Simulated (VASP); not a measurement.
## K2BrF: structure and properties in VASP

What structure does K2BrF take at this level, and what are its properties? The steps: rough relaxation of the start cell, relaxing cell and atoms (PBE), density, ELF and potential (PBE), bands along the symmetry lines (PBE), total and projected DOS (PBE), elastic constants (PBE) and dielectric tensor and Born charges (PBE). The cell is invented: it takes the structure of COD entry 9008651, KCl (space group 225 there), with some of its atoms replaced by other elements, volume scaled by an estimate. It may not be a known or stable phase.

Calculated with VASP 6.6.1; PBE; plane waves and PAW (Br, K_sv, F); invented cell.

Report form: the programs' logs are mostly left out.

**1. Starting point**

Before any relaxation, the start is as follows. The structure is trigonal, space group R-3m (No. 166). The conventional cell has a = 4.293 Å, b = 4.293 Å, c = 21.032 Å, α = 90.00°, β = 90.00°, γ = 120.00°. Br has 6 K at 3.04 Å nearest. Nearest to K lie 3 Br at 3.04 Å and 3 F at 3.04 Å. F has 6 K at 3.04 Å nearest. It derives from KCl. it takes the structure of COD entry 9008651, KCl (space group 225 there), with some of its atoms replaced by other elements, volume scaled by an estimate. Farther neighbours and most contacts between anions are not listed.

Coordinates:

```xyz
4
Lattice="2.1465 1.2393 7.0106 -2.1465 1.2393 7.0106 0.0000 -2.4786 7.0106" Properties=species:S:1:pos:R:3 pbc="T T T"
Br    0.0000    0.0000   10.5158
K     0.0000    0.0000   15.7738
K     0.0000    0.0000    5.2579
F     0.0000    0.0000    0.0000
```

**2. Rough relaxation of the start cell**

The start is only an estimate, so a cheap relaxation brings it near a minimum before any careful run. PBE, the usual starting point, adds the gradient of the density.

Contents of INCAR:

```
SYSTEM = K2BrF
PREC = Normal
ENCUT = 520
EDIFF = 1E-05
NELM = 60
ISMEAR = 0
SIGMA = 0.05
LREAL = .FALSE.
ALGO = Fast
GGA = PE
NBANDS = 22
LORBIT = 11
LWAVE = .FALSE.
LCHARG = .FALSE.
KPAR = 2
IBRION = 2
NSW = 40
ISIF = 3
EDIFFG = -0.04
```

Contents of POSCAR:

```
K2BrF
1.0
    2.1465370000      1.2393040000      7.0105600000
   -2.1465370000      1.2393040000      7.0105600000
    0.0000000000     -2.4786070000      7.0105600000
Br K F
1 2 1
Direct
    0.5000000000      0.5000000000      0.5000000000
    0.7500000000      0.7500000000      0.7500000000
    0.2500000000      0.2500000000      0.2500000000
    0.0000000000      0.0000000000      0.0000000000
```

Contents of KPOINTS:

```
Automatic mesh
0
Gamma
5 5 5
0 0 0
```

Potentials, in the order of the species: Br, K_sv and F (PBE family, release 64).

Launch:

```sh
$ mpirun -np 2 vasp_std
```

It took 81 s on 2 MPI ranks of Intel Xeon 6975P-C (Granite Rapids), shared host; peak memory 0.57 GiB.

The gap is read on the k-mesh alone, so it is an upper bound where the band edges lie off the mesh. This relaxation is a rough one on cheap settings, only to bring the start near its minimum. The run keeps the 12 symmetry operations of its start, so it cannot find a distortion of lower symmetry.

Step by step:

```tsv
step	energy less that of the first step (eV)	largest force (eV/Å)	pressure (GPa)	volume (Å³)
1	0.0000	1.2554	1.94	111.90
2	-0.1667	0.8745	0.34	117.48
3	-0.2517	0.4030	-1.39	126.63
4	-0.3207	0.3135	-1.14	122.51
5	-0.4070	0.0619	0.08	110.69
6	-0.4081	0.0216	-0.06	111.98
```

```tsv
conventional cell, symmetrised	before	after	change
a (Å)	4.293	4.265	-0.7 %
b (Å)	4.293	4.265	-0.7 %
c (Å)	21.032	21.326	+1.4 %
volume (Å³/atom)	27.97	28.00	+0.1 %
```

The atoms that moved most (Å, as changes of fractional coordinates times the final cell):

```tsv
atom	dx	dy	dz	length
K2	0.000	0.000	-0.334	0.334
K3	0.000	0.000	0.334	0.334
```

The relaxed structure:

```
Br K F
1.0
     2.13246    1.23118    7.10879
    -2.13246    1.23118    7.10879
     0.00000   -2.46235    7.10879
Br K F
1 2 1
Direct
  0.50000 0.50000 0.50000
  0.73432 0.73432 0.73432
  0.26568 0.26568 0.26568
  0.00000 0.00000 0.00000
```

This step gave:

```
electrons                       : 32
bands                           : 22
irreducible k-points            : 19
symmetry operations             : 12
free energy (TOTEN)             : -14.26 eV
Fermi energy                    : -1.112 eV
pressure                        : -0.06325 GPa
metallic                        : no
valence top at k                : 0, 0, 0
conduction bottom at k          : 0, 0, 0
least direct gap at k           : 0, 0, 0
SCF cycles over all ionic steps : 76
gap on the k-mesh               : 4.042 eV
least direct gap on the k-mesh  : 4.042 eV
```

It ends with a largest force of 0.022 eV/Å and a pressure of -0.06 GPa.

**3. Relaxing cell and atoms (PBE)**

Properties are meant for the cell that this level of theory prefers, so cell and atoms are relaxed first (ISIF = 3) until forces and stress are small; EDIFFG sets the threshold.

Contents of INCAR:

```
SYSTEM = K2BrF
PREC = Accurate
ENCUT = 520
EDIFF = 1E-06
NELM = 100
ISMEAR = 0
SIGMA = 0.05
LREAL = .FALSE.
ALGO = Normal
GGA = PE
NBANDS = 22
LORBIT = 11
LWAVE = .FALSE.
LCHARG = .FALSE.
KPAR = 2
IBRION = 2
NSW = 60
ISIF = 3
EDIFFG = -0.01
```

Contents of POSCAR:

```
K2BrF
1.0
    2.1324576736      1.2311752990      7.1087864976
   -2.1324576736      1.2311752990      7.1087864976
    0.0000000000     -2.4623495975      7.1087864962
Br K F
1 2 1
Direct
    0.5000000000      0.5000000000      0.5000000000
    0.7343167726      0.7343167726      0.7343167725
    0.2656832274      0.2656832274      0.2656832275
    0.0000000000      0.0000000000      0.0000000000
```

Contents of KPOINTS:

```
Automatic mesh
0
Gamma
7 7 7
0 0 0
```

Launch:

```sh
$ mpirun -np 2 vasp_std
```

Wall time 3 min (2 MPI ranks); peak memory 1 GiB.

The steps of the relaxation:

```tsv
step	energy less that of the first step (eV)	largest force (eV/Å)	pressure (GPa)	volume (Å³)
1	0.0000	0.0153	-0.11	111.98
2	-0.0003	0.0106	-0.05	111.68
3	-0.0004	0.0036	0.03	111.20
4	-0.0005	0.0033	0.03	111.25
5	-0.0006	0.0041	0.00	111.40
```

```tsv
conventional cell, symmetrised	before	after	change
a (Å)	4.265	4.244	-0.5 %
b (Å)	4.265	4.244	-0.5 %
c (Å)	21.326	21.422	+0.4 %
volume (Å³/atom)	28.00	27.85	-0.5 %
```

Final coordinates:

```xyz
4
Lattice="2.1221 1.2252 7.1407 -2.1221 1.2252 7.1407 0.0000 -2.4504 7.1407" Properties=species:S:1:pos:R:3 pbc="T T T"
Br    0.0000    0.0000   10.7111
K     0.0000    0.0000   15.7342
K     0.0000    0.0000    5.6880
F     0.0000    0.0000    0.0000
```

Numbers from this step:

```yaml
irreducible_k_points: 44
fermi_energy: -1.141 eV
pressure: -0.001420 GPa
scf_cycles_over_all_ionic_steps: 39
gap_on_the_k_mesh: 4.027 eV
least_direct_gap_on_the_k_mesh: 4.027 eV
```

It ends with a largest force of 0.004 eV/Å and a pressure of 0.00 GPa.

**4. Density, ELF and potential (PBE)**

A single point on the relaxed cell gives a clean self-consistent state, with density, ELF and potential written out.

INCAR: that of step 3 with these lines changed.

```diff
@@ -13,7 +13,5 @@
 LWAVE = .FALSE.
-LCHARG = .FALSE.
-KPAR = 2
-IBRION = 2
-NSW = 60
-ISIF = 3
-EDIFFG = -0.01
+LCHARG = .TRUE.
+ISIF = 2
+LELF = .TRUE.
+LVHAR = .TRUE.
```

Contents of POSCAR:

```
K2BrF
1.0
    2.1221312016      1.2252133082      7.1407382057
   -2.1221312016      1.2252133082      7.1407382057
    0.0000000000     -2.4504256162      7.1407382035
Br K F
1 2 1
Direct
    0.5000000000      0.5000000000      0.5000000000
    0.7344822843      0.7344822843      0.7344822842
    0.2655177157      0.2655177157      0.2655177158
    0.0000000000      0.0000000000      0.0000000000
```

KPOINTS is that of step 3.

Launch:

```sh
$ mpirun -np 2 vasp_std
```

It took 55 s on 2 MPI ranks; peak memory 0.66 GiB.

Numbers from this step:

```
SCF cycles   : 14
Fermi energy : -1.133 eV
pressure     : -0.007219 GPa
```

Valence electrons inside each PAW sphere by angular momentum. Sphere charges, by row:

```tsv
atom	s (e)	p (e)	d (e)	tot (e)
Br1	1.6	3.314	0.001	4.915
K2	1.957	5.581	0.025	7.564
K3	1.957	5.581	0.025	7.564
F4	1.729	4.327	0	6.057
```

ELF in the ac plane of the conventional cell at fractional y = 0.000, with atoms of Br and K and F within 0.2 Å of it. It is the smooth field of the valence electrons, not physical close to the nuclei.

Ten even steps from '_' (0.01) to '@' (0.86), each cell a mean:
```
%%%%##==..__________::++%%%%
::::______..::::..______..::
__________..........________
____..--**##%%%%%%##++::____
..____::==##%%%%##**--..____
%%%%**--__..::::..__..++##%%
**%%@@##::__________==%%@@##
**++--..__..::::..____::==**
____________________________
....______..::::..________..
%%%%**==::________..--++##%%
##@@@@@@%%==____::**@@@@@@%%
%%@@@@@@##--____..++%%@@@@%%
####++--..____..____..==**##
____________......__________
____________......__________
####++::____::::..____--**##
++%%@@##::__________==%%@@##
##**++::..::--==::....--**##
______::++##%%%%%%##==..____
______--++**######**==..____
____________....____________
==--..____..::--..____..::--
%%%%%%++..__________--**%%%%
```
Columns run along a (4.2 Å), rows up along c (21.4 Å), edges of the conventional cell, whose origin can differ from the input's. Atoms in or near the plane, at fractional coordinates: Br at (0.00, 0.50), K at (0.00, 0.73), K at (0.00, 0.27), F at (0.00, 0.00).

Electrostatic potential energy in the ac plane of the conventional cell at fractional y = 0.000, with atoms of Br and K and F within 0.2 Å of it. With pseudopotentials it is smooth inside the atoms' cores, unlike the true potential.

Ten even steps from '0' (-26 eV) to '9' (6 eV), each cell a mean:
```
35999988999974
99999888889999
99999999999999
99999999999999
99999999999999
55688999998765
23568999987643
77889999999877
99999999999999
99999888889999
78999999999988
00279999998400
01379999998620
99999988999999
99999888889999
99999999999999
66789999998876
23568999987642
66789999998876
99999999999999
99999999999999
99999988999999
99999888889999
13899998999962
```
Columns run along a (4.2 Å; values clipped at the 3rd and 97th percentile), rows up along c (21.4 Å), edges of the conventional cell, whose origin can differ from the input's. Atoms in or near the plane, at fractional coordinates: Br at (0.00, 0.50), K at (0.00, 0.73), K at (0.00, 0.27), F at (0.00, 0.00).

Valence density in the ac plane of the conventional cell at fractional y = 0.000, with atoms of Br and K and F within 0.2 Å of it. It is the smooth field of the valence electrons, not physical close to the nuclei.

Ten steps, logarithmic in the rise over the least value, from '_' (0.01 × 1e0 e/Å³) to '@' (6.88 × 1e0 e/Å³), each cell a mean:
```
@@##++::..__________..--**%%
....______..........______..
__________..........________
______....::----::::..______
..____....::::::::::....____
##**++::..__________..--++##
%%%%**==..__________::++##%%
====::..__........__....--==
__________........__________
__________..........________
----::::..________....::----
==++++==::..____..::--++++++
++++++==::..______..--==++++
--::::....__......__....::::
__________..........________
__________........__________
++++--....__......__..::==++
%%%%**==..________..::++##%%
**++==::..............--==**
______....::::--::::..______
______....::::::::::..______
__________..........________
::....____..........____..::
@@%%++--..__________::==##@@
```
Columns run along a (4.2 Å), rows up along c (21.4 Å), edges of the conventional cell, whose origin can differ from the input's. Atoms in or near the plane, at fractional coordinates: Br at (0.00, 0.50), K at (0.00, 0.73), K at (0.00, 0.27), F at (0.00, 0.00).

In this run the pressure is -0.01 GPa, small enough to go on.

**5. Bands along the symmetry lines (PBE)**

The mesh alone shows little of the dispersion and can miss band extrema, so KPOINTS_OPT adds a path through the symmetry points after the self-consistent cycle.

Contents of INCAR:

```
SYSTEM = K2BrF
PREC = Accurate
ENCUT = 520
EDIFF = 1E-06
NELM = 100
ISMEAR = 0
SIGMA = 0.05
LREAL = .FALSE.
ALGO = Normal
GGA = PE
NBANDS = 30
LORBIT = 11
LWAVE = .FALSE.
LCHARG = .FALSE.
KPAR = 2
```

POSCAR is that of step 4.

KPOINTS is that of step 4.

Contents of KPOINTS_OPT:

```
Line mode
16
Line-mode
Reciprocal
  0.00000000   0.00000000   0.00000000 GAMMA
  0.50000000   0.00000000   0.00000000 L

  0.50000000   0.00000000   0.00000000 L
  0.50000000   0.18629330  -0.18629330 B1

  0.81370670   0.50000000   0.18629330 B
  0.50000000   0.50000000   0.50000000 Z

  0.50000000   0.50000000   0.50000000 Z
  0.00000000   0.00000000   0.00000000 GAMMA

  0.00000000   0.00000000   0.00000000 GAMMA
  0.34314665   0.00000000  -0.34314665 X

  0.65685335   0.34314665   0.00000000 Q
  0.50000000   0.50000000   0.00000000 F

  0.50000000   0.50000000   0.00000000 F
  0.65685335   0.65685335   0.18629330 P1

  0.65685335   0.65685335   0.18629330 P1
  0.50000000   0.50000000   0.50000000 Z

  0.50000000   0.00000000   0.00000000 L
  0.81370670   0.34314665   0.34314665 P
```

Launch:

```sh
$ mpirun -np 2 vasp_std
```

Elapsed: 3.8 min, on 2 MPI ranks; peak memory 0.98 GiB; 7.5 min of CPU time.

Spin-orbit coupling is off here; it would split degenerate levels, and it lifts a valence top of Br p states by about 0.1 eV.

This step gave:

```
bands                             : 30
Fermi energy                      : -1.047 eV
pressure                          : 2.62e-4 GPa
least gap on mesh and path        : 4.027 eV
least direct gap on mesh and path : 4.027 eV
```

The electronic bands at the labelled points (eV, zero at the valence-band top; v1 is the highest filled band, c1 the lowest empty one):

```tsv
point	v4	v3	v2	v1	c1	c2	c3	c4
Γ	-1.69	-0.83	0.00	0.00	4.03	6.82	7.26	8.02
0.47 of the way	-1.68	-0.85	-0.66	-0.14	5.02	7.01	7.29	7.94
L	-1.60	-1.28	-0.81	-0.29	6.25	6.78	6.95	7.84
0.47 of the way	-1.59	-1.17	-0.79	-0.54	6.47	7.10	7.18	7.89
B1	-1.60	-0.97	-0.84	-0.78	6.67	7.21	7.32	8.03
jump to B	-1.60	-0.97	-0.84	-0.78	6.67	7.21	7.32	8.03
0.47 of the way	-1.66	-0.86	-0.77	-0.28	5.98	6.41	7.13	7.18
Z	-1.68	-1.14	-0.01	-0.01	5.33	5.61	6.58	8.64
0.53 of the way	-1.68	-0.96	-0.01	-0.01	4.39	6.62	6.81	8.17
Γ	-1.69	-0.83	0.00	0.00	4.03	6.82	7.26	8.02
0.53 of the way	-1.64	-0.89	-0.84	-0.32	5.61	7.25	7.35	7.69
X	-1.59	-0.94	-0.88	-0.78	6.66	7.24	7.40	7.96
jump to Q	-1.59	-0.94	-0.88	-0.78	6.66	7.24	7.40	7.96
0.47 of the way	-1.61	-1.12	-0.78	-0.53	6.34	7.00	7.21	8.05
F	-1.62	-1.18	-0.77	-0.29	5.97	6.94	7.16	7.57
0.53 of the way	-1.62	-1.19	-0.78	-0.29	5.99	6.94	7.07	7.64
P1	-1.62	-1.19	-0.78	-0.29	6.03	6.85	7.01	7.72
0.53 of the way	-1.68	-0.92	-0.57	-0.13	5.69	6.20	6.74	7.65
Z	-1.68	-1.14	-0.01	-0.01	5.33	5.61	6.58	8.64
jump to L	-1.60	-1.28	-0.81	-0.29	6.25	6.78	6.95	7.84
0.53 of the way	-1.61	-1.25	-0.79	-0.29	6.17	6.73	7.03	7.82
P	-1.62	-1.19	-0.78	-0.29	6.03	6.85	7.01	7.72
```

Of the projections kept (Br, K, F), the largest for each band there; the rest of the weight can lie on other orbitals:

```tsv
point	v4	v3	v2	v1	c1	c2	c3	c4
Γ	F 0.98	Br 0.70	Br 0.98	Br 0.98	K 0.60	K 0.57	K 0.59	K 0.93
L	F 0.98	Br 0.95	Br 0.96	Br 0.98	K 0.63	K 0.57	K 0.94	K 0.74
B1	F 0.97	Br 0.91	Br 0.95	Br 0.95	K 0.79	K 0.71	K 0.70	K 0.61
B	F 0.97	Br 0.91	Br 0.95	Br 0.95	K 0.79	K 0.71	K 0.70	K 0.61
Z	F 0.99	Br 0.96	Br 0.99	Br 0.99	K 0.47	K 0.41	K 0.72	K 0.99
Γ	F 0.98	Br 0.70	Br 0.98	Br 0.98	K 0.60	K 0.57	K 0.59	K 0.93
```

The path finds the gap of the mesh within 0.02 eV, so the mesh comes close to both band edges.

**6. Total and projected DOS (PBE)**

A density of states needs more k-points than a total energy; ISMEAR = -5 takes tetrahedra, and LORBIT projects the states on the PAW spheres. The mesh is finer than in the run before.

INCAR: that of step 5 with these lines changed.

```diff
@@ -5,3 +5,3 @@
 NELM = 100
-ISMEAR = 0
+ISMEAR = -5
 SIGMA = 0.05
@@ -15 +15,2 @@
 KPAR = 2
+NEDOS = 2001
```

POSCAR is that of step 5.

Contents of KPOINTS:

```
Automatic mesh
0
Gamma
11 11 11
0 0 0
```

Launch:

```sh
$ mpirun -np 2 vasp_std
```

Run time: 4.4 min. Hardware: 2 MPI ranks; peak memory 1.4 GiB; 8.7 min of CPU time.

Numbers from this step:

```yaml
irreducible_k_points: 146
fermi_energy: -1.343 eV
pressure: 2.24e-4 GPa
```

(Part 1 of 2 ends here.)

[Lines on the potential files, build, host, timing and source positions are cut from VASP's logs without a mark.]

[Logs are printed without paths, hosts, clocks, repeated set-up lines and the standing remarks that a program may print on its own settings, such as how far it seeks lower states.]

[Hosts, paths, dates, database ids (printed as entryN), source tags and the programs' standing remarks are cut or masked in the printed files.]

[A measured line is paired with the nearest computed mode of its activity, which favours agreement.]
